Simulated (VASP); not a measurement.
Input:

```yaml
crystal:
  lattice:
    - [3.68036, -1.88000, 0.00000]
    - [3.68036, 1.88000, 0.00000]
    - [2.72002, 0.00000, 3.11142]
  atoms:
    - { symbol: As, position: [0.22700, 0.22700, 0.22700] }
    - { symbol: As, position: [0.77300, 0.77300, 0.77300] }
```

All values below come from PBE GGA, VASP's PBE PAW potentials (set 64) (plane waves; VASP). Run with 400 eV cut-off, 11×11×11 Γ-centred mesh, tetrahedra with Blöchl corrections, potentials As.

For a metal the tetrahedron method with Blöchl corrections gives inexact stress and forces.

**Question.** Give the force on each atom (eV/Å).

**Answer.** 
```csv
atom,Fx,Fy,Fz
As1,0.281,0.000,0.087
As2,-0.281,0.000,-0.087
```

**Question.** Give the stress tensor in GPa (positive for a compressed cell).

**Answer.** 
```
 2.74   0.00  -0.41
 0.00   4.06   0.00
-0.41   0.00   3.94
```
The pressure is its mean diagonal, 3.58 GPa.

The compound is As in the a7 structure. The cell was not relaxed at this level. The run is one of a series of settings (ISMEAR = -5, SIGMA removed against the base run), some of them coarse on purpose.
